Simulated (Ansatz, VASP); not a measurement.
## Cross-check of Y3B between VASP and Ansatz

One calculation is typed for both programs; each brings its own data sets and cutoff. How far apart do they land? The cell is invented: As first built, before any earlier steps moved the atoms (in the runner's words): it takes the GdY3 structure with some of its atoms replaced by other elements, volume scaled by an estimate. It may not be a known or stable phase. The cell is taken from a series of VASP runs on this material, whose earlier steps may have relaxed, scaled or displaced it; both programs get it as it stands. Other levels of theory on this material are compared in a session of their own.

Main program and level: Ansatz 0.2.0; plane waves, with VASP 6.6.1 beside it; single point at PBE.

## Step 1: Starting point

It takes space group Pm-3m (No. 221, cubic). The conventional cell has a = 4.494 Å, b = 4.494 Å, c = 4.494 Å, α = 90.00°, β = 90.00°, γ = 90.00°. Y has 8 Y at 3.18 Å and 4 B at 3.18 Å nearest. Nearest to B lie 12 Y at 3.18 Å. As first built, before any earlier steps moved the atoms (in the runner's words): sites of the GdY3 structure (space group 221) filled with other elements, volume scaled by an estimate. Farther neighbours are not listed.

## Step 2: VASP: single point, PBE

With cell and atoms fixed, the geometry can't cause a difference; cores, projectors, grids and the points listed under the comparison can.

Lines of VASP's logs that name or quote its potential files are left out, and so is its time.

File INCAR:

```
SYSTEM = Y3B
PREC = Accurate
ENCUT = 420
EDIFF = 1E-06
NELM = 100
ISMEAR = -1
SIGMA = 0.05
LREAL = .FALSE.
ALGO = Normal
GGA = PE
NBANDS = 24
LORBIT = 11
LWAVE = .FALSE.
LCHARG = .TRUE.
ISIF = 2
LELF = .TRUE.
LVHAR = .TRUE.
```

File POSCAR:

```
Y3B
1.0
    4.4941642209      0.0000000000      0.0000000000
    0.0000000000      4.4941642209      0.0000000000
    0.0000000000      0.0000000000      4.4941642209
Y B
3 1
Direct
    0.5000000000      0.0000000000      0.5000000000
    0.0000000000      0.5000000000      0.5000000000
    0.5000000000      0.5000000000      0.0000000000
    0.0000000000      0.0000000000      0.0000000000
```

File KPOINTS:

```
Automatic mesh
0
Gamma
5 5 5
0 0 0
```

The projector-augmented-wave data sets are Y_sv and B (PBE family, release 64).

On the command line:

```console
$ mpirun -np 2 vasp_std
```

Numbers of over 12 decimals in the logs are rounded to 6 here.

The program printed:

```text
[banner, memory and clock lines left out]
running    2 mpi-ranks, on    1 nodes
 distrk:  each k-point on    2 cores,    1 groups
 distr:  one band on    1 cores,    2 groups

 POSCAR found type information on POSCAR Y B
 POSCAR found :  2 types and       4 ions
 LDA part: xc-table for (Slater+PW92), standard interpolation
 POSCAR, INCAR and KPOINTS ok, starting setup
 FFT: planning ... GRIDC
 FFT: planning ... GRID_SOFT
 FFT: planning ... GRID
 WAVECAR not read
 entering main loop
       N       E                     dE             d eps       ncg     rms          rms(c)
DAV:   1     0.153798711813E+03    0.15380E+03   -0.16304E+04   480   0.125E+03
DAV:   2    -0.967922830780E+01   -0.16348E+03   -0.15994E+03   560   0.299E+02
DAV:   3    -0.251084212985E+02   -0.15429E+02   -0.14948E+02   880   0.528E+01
DAV:   4    -0.256454511913E+02   -0.53703E+00   -0.53508E+00   640   0.111E+01
DAV:   5    -0.256577939357E+02   -0.12343E-01   -0.12341E-01   744   0.152E+00    0.381E+01
DAV:   6    -0.241204321313E+02    0.15374E+01   -0.10111E+01   592   0.941E+00    0.283E+01
DAV:   7    -0.240569462191E+02    0.63486E-01   -0.15959E+00   696   0.485E+00    0.115E+01
DAV:   8    -0.240789088711E+02   -0.21963E-01   -0.15181E-01   680   0.199E+00    0.136E+00
DAV:   9    -0.240765832580E+02    0.23256E-02   -0.38450E-02   656   0.964E-01    0.448E-01
DAV:  10    -0.240760790982E+02    0.50416E-03   -0.20594E-03   664   0.269E-01    0.224E-01
DAV:  11    -0.240757659019E+02    0.31320E-03   -0.96640E-04   672   0.108E-01    0.158E-01
DAV:  12    -0.240757451384E+02    0.20763E-04   -0.27402E-04   664   0.104E-01    0.353E-02
DAV:  13    -0.240757479477E+02   -0.28093E-05   -0.16940E-05   744   0.222E-02    0.828E-03
DAV:  14    -0.240757465304E+02    0.14173E-05   -0.99103E-06   528   0.857E-03    0.165E-03
DAV:  15    -0.240757465099E+02    0.20415E-07   -0.28478E-07   416   0.268E-03
   1 F= -.24075747E+02 E0= -.24058579E+02  d E =-.343347E-01
```

Parts of OUTCAR (step 2):

```text
ion  position               nearest neighbor table
   1  0.500  0.000  0.500-   2 3.18   3 3.18   4 3.18   3 3.18   4 3.18   2 3.18   3 3.18   3 3.18
                             2 3.18   4 3.18   4 3.18   2 3.18
   2  0.000  0.500  0.500-   1 3.18   3 3.18   4 3.18   3 3.18   4 3.18   1 3.18   4 3.18   4 3.18
                             1 3.18   3 3.18   3 3.18   1 3.18
   3  0.500  0.500  0.000-   1 3.18   2 3.18   4 3.18   1 3.18   2 3.18   1 3.18   4 3.18   1 3.18
                             2 3.18   4 3.18   2 3.18   4 3.18
   4  0.000  0.000  0.000-   1 3.18   2 3.18   3 3.18   1 3.18   2 3.18   2 3.18   3 3.18   2 3.18
                             1 3.18   3 3.18   1 3.18   3 3.18

  LATTYP: Found a simple cubic cell.
 ALAT       =     4.4941642209

 Subroutine GETGRP returns: Found 48 space group operations
 (whereof 48 operations were pure point group operations)

The static configuration has the point symmetry O_h .

 Found     10 irreducible k-points:

   k-points           NKPTS =     10   k-points in BZ     NKDIM =     10   number of bands    NBANDS=     24

   dimension x,y,z NGX =    30 NGY =   30 NGZ =   30
   dimension x,y,z NGXF=    60 NGYF=   60 NGZF=   60

   ENCUT  =  420.0 eV  30.87 Ry    5.56 a.u.   7.51  7.51  7.51*2*pi/ulx,y,z

   NELECT =      36.0000    total number of electrons

 k-points in reciprocal lattice and weights: Automatic mesh
   0.00000000  0.00000000  0.00000000       0.008
   0.20000000  0.00000000  0.00000000       0.048
   0.40000000  0.00000000  0.00000000       0.048
   0.20000000  0.20000000  0.00000000       0.096
   0.40000000  0.20000000  0.00000000       0.192
   0.40000000  0.40000000  0.00000000       0.096
   0.20000000  0.20000000  0.20000000       0.064
   0.40000000  0.20000000  0.20000000       0.192
   0.40000000  0.40000000  0.20000000       0.192
   0.40000000  0.40000000  0.40000000       0.064

 average (electrostatic) potential at core
       1 -36.4228       2 -36.4228       3 -36.4228       4 -29.0505

 E-fermi :   3.9711

 k-point     1 :       0.0000    0.0000    0.0000
  band No.  band energies     occupation
    ...
     15       2.9648      2.00000
     16       2.9648      2.00000
     17       3.1622      2.00000
     18       3.1622      2.00000
     19       3.1622      2.00000
     20       4.4840      0.00007
     21       4.4840      0.00007
     22       4.4840      0.00007
     23       6.7354      0.00000
     24       7.6817      0.00000

 k-point     2 :       0.2000    0.0000    0.0000
  band No.  band energies     occupation
    ...
     15       2.2801      2.00000
     16       3.1242      2.00000
     17       3.1242      2.00000
     18       3.3073      2.00000
     19       3.4052      1.99998
     20       4.6126      0.00001
     21       4.6126      0.00001
     22       4.6811      0.00000
     23       7.2263      0.00000
     24       7.4660      0.00000

 k-point     3 :       0.4000    0.0000    0.0000
  band No.  band energies     occupation
    ...
     14       0.6973      2.00000
     15       1.9782      2.00000
     16       2.9753      2.00000
     17       2.9753      2.00000
     18       3.6006      1.99879
     19       4.4369      0.00018
     20       5.2990      0.00000
     21       5.2990      0.00000
     22       5.5841      0.00000
     23       6.5102      0.00000
    ...

  Total       -0.0247539     -0.0247539     -0.0247539     -0.0000000     -0.0000000      0.0000000
  in kB       -0.4369259     -0.4369259     -0.4369259     -0.0000000     -0.0000000      0.0000000
  external PRESSURE =      -0.4369259 kB  Pullay stress =       0.0000000 kB

  energy-cutoff  :      420.00
  volume of cell :       90.77
      direct lattice vectors                 reciprocal lattice vectors
     4.494164221  0.000000000  0.000000000     0.222510783  0.000000000  0.000000000
     0.000000000  4.494164221  0.000000000     0.000000000  0.222510783  0.000000000
     0.000000000  0.000000000  4.494164221     0.000000000  0.000000000  0.222510783

 POSITION                                       TOTAL-FORCE (eV/Angst)
 -----------------------------------------------------------------------------------
      2.24708      0.00000      2.24708         0.000000      0.000000      0.000000
      0.00000      2.24708      2.24708         0.000000      0.000000      0.000000
      2.24708      2.24708      0.00000         0.000000      0.000000      0.000000
      0.00000      0.00000      0.00000         0.000000      0.000000      0.000000
 -----------------------------------------------------------------------------------
    total drift:                                0.000000      0.000000     -0.000000

  FREE ENERGIE OF THE ION-ELECTRON SYSTEM (eV)
  ---------------------------------------------------
  free  energy   TOTEN  =       -24.0757465099 eV

  energy  without entropy=      -24.0414117989  energy(sigma->0) =      -24.05857915

 total charge
# of ion       s       p       d       f       tot
--------------------------------------------------
    1        2.277   6.248   1.187   0.020   9.732
    2        2.277   6.248   1.187   0.020   9.732
    3        2.277   6.248   1.187   0.020   9.732
    4        0.653   0.790   0.000   0.000   1.443
--------------------------------------------------
tot          7.483  19.534   3.562   0.061  30.640

[... 3 further parts left out ...]
```

The run ends at a pressure of -0.04 GPa.

## Step 3: Ansatz: single point, PBE

Ansatz runs on its default PAW (the set named soft_2) files.

The same cell, functional, mesh and smearing now go to Ansatz, which takes its cutoff from its data sets.

File input.yaml:

```yaml
crystal:
  lattice:
    - [4.4941642209, 0.0, 0.0]
    - [0.0, 4.4941642209, 0.0]
    - [0.0, 0.0, 4.4941642209]
  atoms:
    - { symbol: "Y", position: [0.5, 0.0, 0.5] }
    - { symbol: "Y", position: [0.0, 0.5, 0.5] }
    - { symbol: "Y", position: [0.5, 0.5, 0.0] }
    - { symbol: B, position: [0.0, 0.0, 0.0] }
hamiltonian:
  xc: pbe
  pseudopotentials: { kind: paw }
kpoints:
  mp_grid: { grid: [5, 5, 5] }
scf:
  occupations: { method: fermi_dirac, width: 0.05 }
  n_extra_bands: 5
output:
  forces: true
  stress: true
  eigenvalues: true
```

On the command line:

```console
$ ansatz run input.yaml --threads 2 --pin off --max-ram 4608MiB --backend cpu --events-out ev --progress --plain --runs-dir out
```

The program printed:

```text
scf.n_extra_bands = 5 over 18 filled bands (N_el = 36.0): the run solves 23 bands
Engine: ansatz 0.2.0, aarch64-unknown-linux-gnu
Pseudopotentials: kind: paw
Pseudopotential: Y, paw, valence charge 11, recommended cutoff 420 eV (normal), Y.paw.azcp
Pseudopotential: B, paw, valence charge 3, recommended cutoff 420 eV (normal), B.paw.azcp
Functional definition: PBE
  parameter kappa = 0.804
  parameter beta = 0.066725
  exchange = pbe_x(kappa = kappa, mu = beta*pi^2/3)
  correlation = pbe_c(beta = beta)
Crystal: 4 atoms, lattice volume = 90.771 Å³
Basis set: ecut = 420 eV, 1791 PW (Γ), exchange–correlation on 64×64×64 points (8 copies of the dense FFT grid, shifted against one another)
Bands: 23, of which v1, the nominal top of the filled ones, is band 18 counted from 1 (17 counted from 0)
Symmetry: 48 space group operations
Space group: Pm-3m (ITA 221), of the structure as read, at distance tolerance 4.5e-5 Å
k-points: 10 of 125
Non-local potential: Y, projectors of the file, l = 0: 3, l = 1: 2, l = 2: 2, l = 3: 1
Non-local potential: B, projectors of the file, l = 0: 2, l = 1: 2, l = 2: 1
PAW form: soft (Blöchl's): semilocal exchange-correlation on the pseudo side does not see the compensation charge
PAW one-centre angular grid: Y, 590 points (default); XC on 64 Gauss nodes
PAW one-centre angular grid: B, 110 points (default); XC on 64 Gauss nodes
Initial density: superposition of atomic densities (neutral atoms: chi_scale 0, normalization atom), corrected by the library's trained network
Initial wavefunctions: pseudopotential atomic-orbital guess
Functional: x = pbe(κ = 0.804, μ = 0.219515), c = pbe(β = 0.066725)
SCF iter   1: F=—  HF=-11699.992783 eV  |F-HF|=—  |Δ(HF+E_count)|=         —  Δρ=2.28e-3  dr2=6.30e-3  ethr=1.77e-3  ⟨swp⟩=4.9  Hψ=975  notcnv=0
preconditioner: auto → Resta (q_TF=auto, 2.339 Å⁻¹)  ε∞=16.4  [insulator: Δε(μ)=0.111 eV  Ē_g=3.439 eV  σ=0.050 eV  W_gap=0.51  n_scr=18 (ndim 8)  ℏωp=13.5 eV  f_vac=0.000  D(μ)=3.95/eV (n_scr^D=32)  ε∞_Penn≈16.4]
SCF iter   2: F=—  HF=-11699.989587 eV  |F-HF|=—  |Δ(HF+E_count)|=   3.20e-3  Δρ=1.24e-3  dr2=2.44e-3  ethr=1.75e-5  ⟨swp⟩=2.0  Hψ=399  notcnv=0
SCF iter   3: F=—  HF=-11699.989015 eV  |F-HF|=—  |Δ(HF+E_count)|=   5.72e-4  Δρ=3.00e-4  dr2=1.14e-4  ethr=6.79e-6  ⟨swp⟩=2.3  Hψ=319  notcnv=0
SCF iter   4: F=—  HF=-11699.988982 eV  |F-HF|=—  |Δ(HF+E_count)|=   3.24e-5  Δρ=1.08e-4  dr2=7.28e-6  ethr=3.18e-7  ⟨swp⟩=2.3  Hψ=327  notcnv=0
SCF iter   5: F=—  HF=-11699.988981 eV  |F-HF|=—  |Δ(HF+E_count)|=   1.02e-6  Δρ=2.28e-5  dr2=6.10e-7  ethr=2.02e-8  ⟨swp⟩=3.0  Hψ=409  notcnv=0
SCF iter   6: F=-11699.988981 eV  HF=-11699.988981 eV  |F-HF|=3.74e-9  |Δ(HF+E_count)|=   4.67e-8  Δρ=4.25e-6  dr2=9.07e-9  ethr=2.78e-10  ⟨swp⟩=5.1  Hψ=847  notcnv=0
SCF 1 converged in 6 iterations: F = -11699.988981 eV  dr2 = 9.07e-9
  greatest PAW one-centre occupation: 0.993 electrons in one spin orbital (limit 2), on the Y atom at site 2 (counted from 0), in its partial waves of l = 0
SCF converged after 6 iterations
Free energy (F): -11699.988981 eV
Harris-Foulkes:  -11699.988981 eV  (|F-HF|=3.74e-9)
Internal energy: -11699.955051 eV  (E = F + TS)
E sigma→0 (E₀):  -11699.972016 eV
Entropy (-TS):   -0.033931 eV (-8.483 meV/atom)
Fermi energy:    11.100220 eV
--- Per-component energies (eV) ---
  E_band       = -282.907466
  E_kinetic    = 963.463814
  E_local      = -1722.167428  (includes V_loc(G=0)·N_el)
  E_nonlocal   = 163.808185
  E_hartree    = 555.347006
  E_xc         = -552.187850
  E_vxc        = -635.737586  (∫ρ·V_xc dr)
  E_paw        = -8555.011171  (= ΣΔE_a)
  E_vpaw       = -162.969137  (= ΣTr[D̂ρ^β])
  E_aug_tail   = 0.000007  (compensation charges beyond the density's cutoff)
  E_ewald      = -2553.207614
  E_smearing   = -0.033931  (= −TS)
  E_closure    = 0.000000  (closes the sum)
  Σ components = -11699.988981   (vs F -11699.988981, Δ=0.00e0)
--- Forces (eV/Å), atoms counted from 1 ---
  atom   1  Y      0.00000000    -0.00000000    -0.00000000
  atom   2  Y      0.00000000     0.00000000     0.00000000
  atom   3  Y      0.00000000     0.00000000    -0.00000000
  atom   4  B     -0.00000000     0.00000000     0.00000000
  max |Σ_I F_I| component: 5.48e-29 eV/Å
--- Stress (GPa, compression-positive) ---
        0.075847       0.000000       0.000000
        0.000000       0.075847       0.000000
        0.000000       0.000000       0.075847
  P = ⅓ Tr σ = 0.0758 GPa (0.758 kbar)
--- Band table (eV; the first three rows and the last of 10) ---
  k-point 0: bands = [... 14 lower, 10.0988, 10.0988, 10.2889, 10.2889, 10.2889, 11.6111, 11.6111, 11.6111, ... 1 higher]
  k-point 1: bands = [... 14 lower, 9.4145, 10.2513, 10.2513, 10.4342, 10.5379, 11.7395, 11.7395, 11.8122, ... 1 higher]
  k-point 2: bands = [... 14 lower, 9.1076, 10.1027, 10.1027, 10.7279, 11.5652, 12.4252, 12.4252, 12.7157, ... 1 higher]
  k-point 9: bands = [... 14 lower, 9.6857, 9.6857, 10.5212, 10.5929, 10.5929, 12.5270, 12.7455, 12.7455, ... 1 higher]
```

Wall time 3.5 s (2 threads of Arm Neoverse N1, shared host); peak memory 0.32 GiB; 2.3 s of CPU time.

The run ends at a pressure of 0.08 GPa.

## Step 4: Side by side

Known differences besides the potentials themselves: VASP leaves aspherical gradient terms in its spheres out (LASPH is not set), Ansatz keeps them. Total energies have different zeros and are not compared.

Both answers:

| quantity | Ansatz | VASP | difference |
| --- | --- | --- | --- |
| pressure (GPa) | 0.08 | -0.04 | +0.12 |

## Step 5: What came out

```
difference in pressure (single point, PBE) : 0.12 GPa
```

**Reading.** The difference in pressure is 0.12 GPa (single point, PBE), within the 1 GPa picked in this series as the mark of a large difference. 4 further runs of this series are not shown here. How closely two codes agree says nothing of how well the functional describes the real material.

[Lines on the potential files, build, host, timing and source positions are cut from VASP's logs without a mark.]

[Logs are printed without paths, hosts, clocks, repeated set-up lines and the standing remarks that a program may print on its own settings, such as how far it seeks lower states.]

[Hosts, paths, dates, database ids (printed as entryN), source tags and the programs' standing remarks are cut or masked in the printed files.]
